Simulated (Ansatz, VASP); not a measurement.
## Si (twisted silicene bilayer, 9.43 deg) in two plane-wave programs

Aim: how closely do two programs agree when they are given the same cell, functional and k mesh? The cell is taken from a series of runs on this material, whose earlier steps may have relaxed, scaled, displaced or heated it; both programs get it as it stands.

Calculated with Ansatz 0.2.0; plane waves, with VASP 6.6.1 beside it; single point at PBE with D3(BJ).

## Step 1: The starting structure

The cell holds 148 atoms: 148 Si. Cell: a = 23.480 Å, b = 23.479 Å, c = 18.140 Å, α = 90.0°, β = 90.0°, γ = 120.0°. It derives from Si (silicene). As first built, before any earlier steps moved the atoms (in the runner's words): silicene (a = 3.86 A) under silicene (a = 3.86 A), bilayer, commensurate cell of 37 unit cells a layer, twist 9.43 deg; facing atoms 3.26 A apart;; flat layers, displaced by a Gaussian of 0.01 A. Vacuum lies along c.

## Step 2: Ansatz: single point, PBE with D3(BJ)

Ansatz runs on its default PAW (the set named soft_2) files.

With cell and atoms fixed, the geometry can't cause a difference; cores, projectors, grids and the points listed under the comparison can.

Input file input.yaml:

```yaml
crystal:
  lattice:
    - [23.4795, 0.0, 0.0]
    - [-11.73975, 20.33384, 0.0]
    - [0.0, 0.0, 18.14]
  atoms:
    - { symbol: Si, position: [0.11681, 0.82824, 0.40975] }
    - { symbol: Si, position: [0.12561, 0.73817, 0.38662] }
    - { symbol: Si, position: [0.19836, 0.01843, 0.40989] }
    - { symbol: Si, position: [0.20691, 0.92719, 0.385] }
    - { symbol: Si, position: [0.14408, 0.5576, 0.41056] }
    - { symbol: Si, position: [0.15279, 0.46816, 0.38513] }
    - { symbol: Si, position: [0.22537, 0.7477, 0.40931] }
    - { symbol: Si, position: [0.23361, 0.65779, 0.38654] }
    - { symbol: Si, position: [0.30678, 0.9371, 0.41062] }
    - { symbol: Si, position: [0.31501, 0.84776, 0.38585] }
    - { symbol: Si, position: [0.09032, 0.09885, 0.4106] }
    - { symbol: Si, position: [0.09921, 0.00856, 0.38673] }
    - { symbol: Si, position: [0.17194, 0.28888, 0.40987] }
    - { symbol: Si, position: [0.17986, 0.1978, 0.38731] }
    - { symbol: Si, position: [0.25285, 0.47816, 0.41003] }
    - { symbol: Si, position: [0.26121, 0.38744, 0.38665] }
    - { symbol: Si, position: [0.33418, 0.66659, 0.41043] }
    - { symbol: Si, position: [0.34219, 0.57635, 0.3865] }
    - { symbol: Si, position: [0.41461, 0.85635, 0.41016] }
    - { symbol: Si, position: [0.42449, 0.76658, 0.38622] }
    - { symbol: Si, position: [0.49574, 0.04537, 0.41033] }
    - { symbol: Si, position: [0.50449, 0.95482, 0.38632] }
    - { symbol: Si, position: [0.27947, 0.20746, 0.41055] }
    - { symbol: Si, position: [0.28744, 0.11641, 0.3853] }
    - { symbol: Si, position: [0.36035, 0.39636, 0.41117] }
    - { symbol: Si, position: [0.36961, 0.30661, 0.38569] }
    - { symbol: Si, position: [0.44143, 0.58538, 0.41038] }
    - { symbol: Si, position: [0.45091, 0.49643, 0.38635] }
    - { symbol: Si, position: [0.52312, 0.77474, 0.41035] }
    - { symbol: Si, position: [0.53198, 0.68521, 0.38621] }
[... 112 atom lines left out ...]
    - { symbol: Si, position: [0.55202, 0.09225, 0.6143] }
    - { symbol: Si, position: [0.54315, 0.99351, 0.5897] }
    - { symbol: Si, position: [0.66025, 0.28013, 0.61409] }
    - { symbol: Si, position: [0.65205, 0.18258, 0.58922] }
    - { symbol: Si, position: [0.63358, 0.98376, 0.61445] }
    - { symbol: Si, position: [0.62449, 0.88428, 0.58894] }
kpoints:
  mp_grid: { grid: [1, 1, 1] }
hamiltonian:
  xc: pbe
  dispersion: d3bj
scf:
  occupations: { method: fermi_dirac, width: 0.025 }
output:
  forces: true
  populations: true
  dos:
    method: { smearing: { sigma: 0.08 } }
    de: 0.1
    projected:
      site_lists:
        Si: [Si]
        layer_1: [0, 1, 2, 3, 4, 5, 6, 7, 8, 9, 10, 11, 12, 13, 14, 15, 16, 17, 18, 19, 20, 21, 22, 23, 24, 25, 26, 27, 28, 29, 30, 31, 32, 33, 34, 35, 36, 37, 38, 39, 40, 41, 42, 43, 44, 45, 46, 47, 48, 49, 50, 51, 52, 53, 54, 55, 56, 57, 58, 59, 60, 61, 62, 63, 64, 65, 66, 67, 68, 69, 70, 71, 72, 73]
        layer_2: [74, 75, 76, 77, 78, 79, 80, 81, 82, 83, 84, 85, 86, 87, 88, 89, 90, 91, 92, 93, 94, 95, 96, 97, 98, 99, 100, 101, 102, 103, 104, 105, 106, 107, 108, 109, 110, 111, 112, 113, 114, 115, 116, 117, 118, 119, 120, 121, 122, 123, 124, 125, 126, 127, 128, 129, 130, 131, 132, 133, 134, 135, 136, 137, 138, 139, 140, 141, 142, 143, 144, 145, 146, 147]
  eigenvalues: true
  write_density: true
  write_potential: true
  volumetric_format: npy
```

Launch:

```sh
> ansatz run input.yaml --threads 8 --pin off --max-ram 15872MiB --backend cpu --events-out ev --progress --plain --runs-dir out
```

Numbers of over 12 decimals in the logs are rounded to 6 here.

The log of the run:

```text
Engine: ansatz 0.2.0, aarch64-unknown-linux-gnu
Pseudopotentials: kind: paw
Pseudopotential: Si, paw, valence charge 4, recommended cutoff 420 eV (normal), Si.paw.azcp
Functional definition: PBE
  parameter kappa = 0.804
  parameter beta = 0.066725
  exchange = pbe_x(kappa = kappa, mu = beta*pi^2/3)
  correlation = pbe_c(beta = beta)
Crystal: 148 atoms, lattice volume = 8660.551 Å³
Basis set: ecut = 420 eV, 169381 PW (Γ), exchange–correlation on 320×320×250 points (8 copies of the dense FFT grid, shifted against one another)
Bands: 444, of which v1, the nominal top of the filled ones, is band 296 counted from 1 (295 counted from 0)
Symmetry: 1 space group operations
Space group: P1 (ITA 1), of the structure as read, at distance tolerance 2.1e-4 Å
k-points: 1
Non-local potential: Si, projectors of the file, l = 0: 2, l = 1: 2, l = 2: 2
PAW form: soft (Blöchl's): semilocal exchange-correlation on the pseudo side does not see the compensation charge
PAW one-centre angular grid: Si, 110 points (default); XC on 64 Gauss nodes
Initial density: superposition of atomic densities (neutral atoms: chi_scale 0, normalization atom), corrected by the library's trained network
Initial wavefunctions: pseudopotential atomic-orbital guess
Functional: x = pbe(κ = 0.804, μ = 0.219515), c = pbe(β = 0.066725)
SCF iter   1: F=—  HF=-94046.075469 eV  |F-HF|=—  |Δ(HF+E_count)|=         —  Δρ=1.97e-3  dr2=2.60e0  ethr=1.77e-3  ⟨swp⟩=7.0  Hψ=2305  notcnv=0  defer=104
preconditioner: auto → LDOS  [insulator: Δε(μ)=0.057 eV  Ē_g=7.046 eV  σ=0.025 eV  W_gap=0.51  n_scr=742 (ndim 8)  ℏωp=9.7 eV  f_vac=0.528  D(μ)=48.64/eV (n_scr^D=148)  ε∞_Penn≈2.9  β→1.0]
SCF iter   2: F=—  HF=-94046.054991 eV  |F-HF|=—  |Δ(HF+E_count)|=   2.05e-2  Δρ=9.00e-4  dr2=4.63e-1  ethr=4.40e-4  ⟨swp⟩=3.0  Hψ=823  notcnv=0  defer=127
SCF iter   3: F=—  HF=-94046.006066 eV  |F-HF|=—  |Δ(HF+E_count)|=   4.89e-2  Δρ=2.91e-4  dr2=6.14e-2  ethr=7.82e-5  ⟨swp⟩=4.0  Hψ=554  notcnv=0  defer=127
SCF iter   4: F=—  HF=-94046.004692 eV  |F-HF|=—  |Δ(HF+E_count)|=   1.37e-3  Δρ=1.03e-4  dr2=3.30e-3  ethr=1.04e-5  ⟨swp⟩=3.0  Hψ=613  notcnv=0  defer=127
SCF iter   5: F=—  HF=-94046.004534 eV  |F-HF|=—  |Δ(HF+E_count)|=   1.58e-4  Δρ=3.61e-5  dr2=5.89e-4  ethr=5.58e-7  ⟨swp⟩=2.0  Hψ=613  notcnv=0  defer=127
SCF iter   6: F=—  HF=-94046.004487 eV  |F-HF|=—  |Δ(HF+E_count)|=   4.77e-5  Δρ=1.41e-5  dr2=1.06e-4  ethr=9.94e-8  ⟨swp⟩=2.0  Hψ=519  notcnv=0  defer=127
SCF iter   7: F=—  HF=-94046.004494 eV  |F-HF|=—  |Δ(HF+E_count)|=   7.18e-6  Δρ=6.04e-6  dr2=2.16e-5  ethr=1.80e-8  ⟨swp⟩=2.0  Hψ=540  notcnv=0  defer=127
SCF iter   8: F=—  HF=-94046.004372 eV  |F-HF|=—  |Δ(HF+E_count)|=   1.22e-4  Δρ=2.87e-6  dr2=4.55e-6  ethr=3.65e-9  ⟨swp⟩=2.0  Hψ=746  notcnv=0  defer=127
SCF iter   9: F=—  HF=-94046.004373 eV  |F-HF|=—  |Δ(HF+E_count)|=   3.61e-7  Δρ=1.19e-6  dr2=7.57e-7  ethr=7.68e-10  ⟨swp⟩=3.0  Hψ=586  notcnv=0  defer=127
SCF iter  10: F=—  HF=-94046.004373 eV  |F-HF|=—  |Δ(HF+E_count)|=   3.01e-8  Δρ=5.72e-7  dr2=1.91e-7  ethr=1.28e-10  ⟨swp⟩=2.0  Hψ=478  notcnv=0  defer=127
SCF iter  11: F=-94046.004373 eV  HF=-94046.004373 eV  |F-HF|=3.10e-8  |Δ(HF+E_count)|=   1.03e-8  Δρ=2.93e-7  dr2=5.10e-8  ethr=1.69e-11  ⟨swp⟩=30.0  Hψ=5273  notcnv=0
SCF 1 converged in 11 iterations: F = -94046.004373 eV  dr2 = 5.10e-8
  greatest PAW one-centre occupation: 0.651 electrons in one spin orbital (limit 2), on the Si atom at site 23 (counted from 0), in its partial waves of l = 0
SCF converged after 11 iterations
Free energy (F): -94046.004373 eV
Harris-Foulkes:  -94046.004373 eV  (|F-HF|=3.10e-8)
Internal energy: -94045.861129 eV  (E = F + TS)
E sigma→0 (E₀):  -94045.932751 eV
Entropy (-TS):   -0.143244 eV (-0.968 meV/atom)
Fermi energy:    -0.865143 eV
--- Per-component energies (eV) ---
  E_band       = -3467.686815
  E_kinetic    = 5784.430932
  E_local      = -84742.897350  (includes V_loc(G=0)·N_el)
  E_nonlocal   = 3871.988365
  E_hartree    = 39361.435328
  E_xc         = -8050.248093
  E_vxc        = -6753.144950  (∫ρ·V_xc dr)
  E_paw        = -75876.631519  (= ΣΔE_a)
  E_vpaw       = -350.937565  (= ΣTr[D̂ρ^β])
  E_aug_tail   = 0.000945  (compensation charges beyond the density's cutoff)
  E_ewald      = 25646.373036
  E_disp       = -40.312771  (pairwise vdW)
  E_smearing   = -0.143244  (= −TS)
  E_closure    = -0.000000  (closes the sum)
  Σ components = -94046.004373   (vs F -94046.004373, Δ=0.00e0)
--- Forces (eV/Å), atoms counted from 1 ---
  atom   1  Si     0.01485393     0.03402253     0.39425929
  atom   2  Si     0.22467021     0.05621254    -0.15346194
  atom   3  Si     0.10094438    -0.40848886     0.25208928
  atom   4  Si     0.14974810     0.28422927    -0.01373699
  atom   5  Si    -0.22134636     0.14284427     0.52325441
  atom   6  Si     0.24947240    -0.21346121    -0.12012328
  atom   7  Si    -0.16790060     0.08158465     0.44779973
[...]
atom 130  Si    -0.02741928    -0.38099061    -0.25493733
  atom 131  Si    -0.02579444    -0.07065085     0.18205480
  atom 132  Si    -0.39209904    -0.24522004    -0.21122365
  atom 133  Si     0.16308396     0.32773955     0.15139606
  atom 134  Si     0.12044810    -0.10196838    -0.29834697
  atom 135  Si     0.17613814    -0.23236230     0.06229880
  atom 136  Si    -0.34443696     0.08491772    -0.19679954
  atom 137  Si     0.11572531    -0.06784548     0.09101995
  atom 138  Si    -0.04819671     0.01179617    -0.29387682
  atom 139  Si     0.10978606    -0.07548729     0.11948609
  atom 140  Si    -0.24483488    -0.03637533    -0.36341446
  atom 141  Si    -0.04948721     0.51048295     0.12596616
  atom 142  Si     0.20513681     0.03531899    -0.35106605
  atom 143  Si     0.27209528    -0.04506492     0.13826808
  atom 144  Si     0.08727415    -0.18745892    -0.17856358
  atom 145  Si     0.00552783     0.18026415     0.13715197
  atom 146  Si     0.09080633    -0.26678138    -0.35345333
  atom 147  Si    -0.13405293    -0.26100787     0.12127261
  atom 148  Si    -0.13137984     0.07452744    -0.20500943
  max |Σ_I F_I| component: 3.76e-5 eV/Å
--- Band table (eV) ---
  k-point 0: bands = [... 292 lower, -0.9363, -0.9170, -0.9147, -0.9020, -0.8504, -0.8110, -0.7699, -0.7613, ... 144 higher]
--- Löwdin populations: 148 sites ---
  site symbol       q [e]
     0     Si      3.9590
     1     Si      3.9477
     2     Si      3.9781
     3     Si      3.9285
     4     Si      3.9485
     5     Si      3.9501
     6     Si      3.9480
     7     Si      3.9501
     8     Si      3.9716
     9     Si      3.9433
    10     Si      3.9770
    11     Si      3.9259
    12     Si      3.9674
    13     Si      3.9222
    14     Si      3.9542
    15     Si      3.9335
    16     Si      3.9430
    17     Si      3.9491
    18     Si      3.9547
    19     Si      3.9575
    20     Si      3.9709
    21     Si      3.9453
    22     Si      3.9827
    23     Si      3.9161
[...]
140     Si      3.9435
   141     Si      3.9489
   142     Si      3.9399
   143     Si      3.9615
   144     Si      3.9450
   145     Si      3.9564
   146     Si      3.9651
   147     Si      3.9379
  spilling = 0.012270 (of n_electrons = 592.000000)
```

## Step 3: VASP: single point, PBE with D3(BJ)

The same cell, functional, mesh and smearing now go to VASP, with its own data sets.

Lines of VASP's logs that name or quote its potential files are left out, and so is its time.

Input file INCAR:

```
SYSTEM = Si
PREC = Accurate
ENCUT = 400
EDIFF = 1E-06
NELM = 120
ISMEAR = -1
SIGMA = 0.025
LREAL = Auto
ALGO = Normal
GGA = PE
IVDW = 12
NBANDS = 399
LORBIT = 11
LWAVE = .FALSE.
LCHARG = .FALSE.
ISIF = 2
LASPH = .TRUE.
GGA_COMPAT = .FALSE.
```

Input file POSCAR:

```
Si
1.0
   23.4795000000      0.0000000000      0.0000000000
  -11.7397500000     20.3338400000      0.0000000000
    0.0000000000      0.0000000000     18.1400000000
Si
148
Direct
    0.1168100000      0.8282400000      0.4097500000
    0.1256100000      0.7381700000      0.3866200000
    0.1983600000      0.0184300000      0.4098900000
    0.2069100000      0.9271900000      0.3850000000
    0.1440800000      0.5576000000      0.4105600000
    0.1527900000      0.4681600000      0.3851300000
    0.2253700000      0.7477000000      0.4093100000
    0.2336100000      0.6577900000      0.3865400000
    0.3067800000      0.9371000000      0.4106200000
    0.3150100000      0.8477600000      0.3858500000
    0.0903200000      0.0988500000      0.4106000000
    0.0992100000      0.0085600000      0.3867300000
    0.1719400000      0.2888800000      0.4098700000
    0.1798600000      0.1978000000      0.3873100000
    0.2528500000      0.4781600000      0.4100300000
    0.2612100000      0.3874400000      0.3866500000
    0.3341800000      0.6665900000      0.4104300000
    0.3421900000      0.5763500000      0.3865000000
    0.4146100000      0.8563500000      0.4101600000
    0.4244900000      0.7665800000      0.3862200000
    0.4957400000      0.0453700000      0.4103300000
    0.5044900000      0.9548200000      0.3863200000
    0.2794700000      0.2074600000      0.4105500000
    0.2874400000      0.1164100000      0.3853000000
    0.3603500000      0.3963600000      0.4111700000
    0.3696100000      0.3066100000      0.3856900000
    0.4414300000      0.5853800000      0.4103800000
    0.4509100000      0.4964300000      0.3863500000
    0.5231200000      0.7747400000      0.4103500000
    0.5319800000      0.6852100000      0.3862100000
[... 112 atom lines left out ...]
    0.5520200000      0.0922500000      0.6143000000
    0.5431500000      0.9935100000      0.5897000000
    0.6602500000      0.2801300000      0.6140900000
    0.6520500000      0.1825800000      0.5892200000
    0.6335800000      0.9837600000      0.6144500000
    0.6244900000      0.8842800000      0.5889400000
```

Input file KPOINTS:

```
Automatic mesh
0
Gamma
1 1 1
0 0 0
```

The projector-augmented-wave data sets are Si (PBE family, release 64).

Launch:

```sh
> export OMP_NUM_THREADS=3
> mpirun -np 1 vasp_gam
```

The log of the run:

```text
[banner, memory and clock lines left out]
running    1 mpi-ranks, on    1 nodes
[...]
Offloading initialized ...    1 GPUs detected
[...]
LDA part: xc-table for (Slater+PW92), standard interpolation
 POSCAR, INCAR and KPOINTS ok, starting setup
[...]
entering main loop
       N       E                     dE             d eps       ncg     rms          rms(c)
DAV:   1     0.369893251207E+04    0.36989E+04   -0.18032E+05   814   0.929E+02
DAV:   2    -0.277512644961E+03   -0.39764E+04   -0.38370E+04  1220   0.187E+02
DAV:   3    -0.709063458001E+03   -0.43155E+03   -0.42503E+03   916   0.647E+01
DAV:   4    -0.727613451787E+03   -0.18550E+02   -0.18352E+02  1092   0.154E+01
[...]
DAV:  25    -0.708659063379E+03   -0.18013E-04   -0.52788E-07   532   0.629E-04    0.618E-04
DAV:  26    -0.708659067147E+03   -0.37676E-05   -0.10916E-07   508   0.377E-04    0.206E-04
DAV:  27    -0.708659068070E+03   -0.92348E-06   -0.35297E-08   468   0.227E-04
   1 F= -.74896680E+03 E0= -.74889495E+03  d E =-.143702E+00
```

OUTCAR, selected parts (step 3):

```text
  FREE ENERGIE OF THE ION-ELECTRON SYSTEM (eV)
  ---------------------------------------------------
  free  energy   TOTEN  =      -748.9668021374 eV

  energy  without entropy=     -748.8231003887  energy(sigma->0) =     -748.89495126
```

## Step 4: Side by side

Known differences besides the potentials themselves: the cutoff is 420 eV in Ansatz and 400 eV in VASP (PREC = Accurate, projectors in real space). Total energies have different zeros and are not compared.

Both answers:

```tsv
quantity	Ansatz	VASP	difference
gap on the k mesh (eV)	0.052	0.051	0.000
```

Forces on 10 of the 148 atoms, those with the largest forces and the largest differences (eV/Å; atoms numbered as in POSCAR):

```tsv
atom	Ansatz x, y, z	VASP x, y, z
Si39	0.561, 0.195, 0.251	0.559, 0.195, 0.247
Si59	0.297, 0.561, 0.597	0.296, 0.561, 0.592
Si67	-0.406, 0.407, 0.610	-0.406, 0.405, 0.604
Si68	-0.039, -0.667, -0.168	-0.038, -0.666, -0.163
Si69	-0.198, 0.013, 0.591	-0.198, 0.013, 0.587
Si77	0.147, -0.220, 0.159	0.145, -0.218, 0.153
Si85	-0.130, -0.254, 0.175	-0.130, -0.253, 0.168
Si88	0.367, 0.032, -0.653	0.367, 0.032, -0.648
Si93	0.148, -0.041, 0.136	0.147, -0.041, 0.130
Si100	0.225, 0.545, -0.588	0.222, 0.544, -0.583
```

The forces differ by 3.3 meV/Å r.m.s., which is 1.4 % of the r.m.s. force of 0.231 eV/Å (both taken over all components). A gap on the mesh is an upper bound, since the band edges may lie between its points. With vacuum in the cell, a pressure given here is an average over mostly empty space and none of the material.

## Step 5: Results

```yaml
r_m_s_force_difference_single_point_pbe_with_d3_bj: 1.4 % of the r.m.s. force
```

**Reading.** The r.m.s. force difference is 1.4 % of the r.m.s. force (single point, PBE with D3(BJ)), within the 3 % picked in this series as the mark of a large difference. How closely two codes agree says nothing of how well the functional describes the real material.

[Lines on the potential files, build, host, timing and source positions are cut from VASP's logs without a mark.]

[Logs are printed without paths, hosts, clocks, repeated set-up lines and the standing remarks that a program may print on its own settings, such as how far it seeks lower states.]

[Hosts, paths, dates, database ids (printed as entryN), source tags and the programs' standing remarks are cut or masked in the printed files.]
